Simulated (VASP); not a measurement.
The system is Ga3F.

```
Ga F
1.0
     4.08077    0.00000    0.00000
     0.00000    4.08077    0.00000
     0.00000    0.00000    4.08077
Ga F
3 1
Direct
  0.50000 0.50000 0.00000
  0.50000 0.00000 0.50000
  0.00000 0.50000 0.50000
  0.00000 0.00000 0.00000
```

The cell was built by a generator and needn't be a form met in nature.

```yaml
Program: VASP 6.6.1
Task: relaxation of cell and atoms
Functional: RPBE
Potentials_or_basis: VASP PAW PBE potentials, release 64 (Ga_d, F)
Cutoff: 600 eV
k_mesh: 7 × 7 × 7
Occupations: gaussian, width 0.05 eV
Spin: no spin polarisation
```

At the start: pressure 3.8 GPa; volume 16.99 Å³/atom.

Problem. Where does the relaxation end?

Solution. Over 4 steps the energy falls by 16.5 meV/atom and the volume is 18.52 Å³/atom (+9.0 %); space group Pm-3m (No. 221, to 0.05 Å).

Step by step:
```
step  energy change (eV)  largest force (eV/Å)  pressure (GPa)  volume (Å³)
   1              0.0000                0.0000            3.81        67.96
   2             -0.0594                0.0000            1.07        72.00
   3             -0.0659                0.0000           -0.14        74.35
   4             -0.0660                0.0000           -0.01        74.07
```

Final structure:
```cif
data_structure
_symmetry_space_group_name_H-M 'P 1'
_symmetry_Int_Tables_number 1
_cell_length_a 4.1997
_cell_length_b 4.1997
_cell_length_c 4.1997
_cell_angle_alpha 90.000
_cell_angle_beta 90.000
_cell_angle_gamma 90.000
_cell_volume 74.07
loop_
_atom_site_label
_atom_site_type_symbol
_atom_site_fract_x
_atom_site_fract_y
_atom_site_fract_z
_atom_site_occupancy
Ga1 Ga 0.50000 0.50000 0.00000 1
Ga2 Ga 0.50000 0.00000 0.50000 1
Ga3 Ga 0.00000 0.50000 0.50000 1
F1 F 0.00000 0.00000 0.00000 1
```

Caveat: the PAW data sets were made with another functional, which shifts forces and pressure a little.
